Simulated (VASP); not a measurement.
HfGe, 2 atoms in the cell. The structure is tetragonal, space group P4/mmm (No. 123). The conventional cell has a = 3.220 Å, b = 3.220 Å, c = 4.108 Å, α = 90.00°, β = 90.00°, γ = 90.00°. Hf (site symmetry 4/mmm) is surrounded by 4 Ge at 2.28 Å. Ge (site symmetry 4/mmm) has 4 Hf at 2.28 Å as nearest neighbours. The cell was built by a generator and needn't be a form met in nature.

* Program: VASP 6.6.1
* Task: single point
* Functional: PBE0(alpha)
* Potentials or basis: VASP PAW PBE potentials, release 64 (Hf_pv, Ge_d)
* Cutoff: 520 eV
* k mesh: 4 × 4 × 4
* Occupations: fermi-dirac, width 0.05 eV
* Spin: no spin polarisation
* Share of exact exchange: 0.25
* Grid for exact exchange (PRECFOCK): Fast
* Exchange at q = 0: truncated
* Further INCAR settings: ALGO = Normal; EDIFF = 1e-06; NBANDS = 19

Potentials or basis: VASP PAW PBE potentials, release 64 (Hf_pv, Ge_d).

Run with:

```console
$ cat potpaw_PBE.64/Hf_pv/POTCAR potpaw_PBE.64/Ge_d/POTCAR > POTCAR
$ cp INCAR.step1 INCAR
$ mpirun -np 1 vasp_std > vasp.out
$ cp INCAR.step2 INCAR
$ mpirun -np 1 vasp_std > vasp.out
```

Hardware: 1 thread of AMD EPYC 7571 (shared host).

**Question.** How long does it take, and how much memory?

**Answer.** Wall time 26 min on 1 thread of AMD EPYC 7571 (shared host), peak memory 0.13 GiB. Counts: scf iterations 12, k points 18.
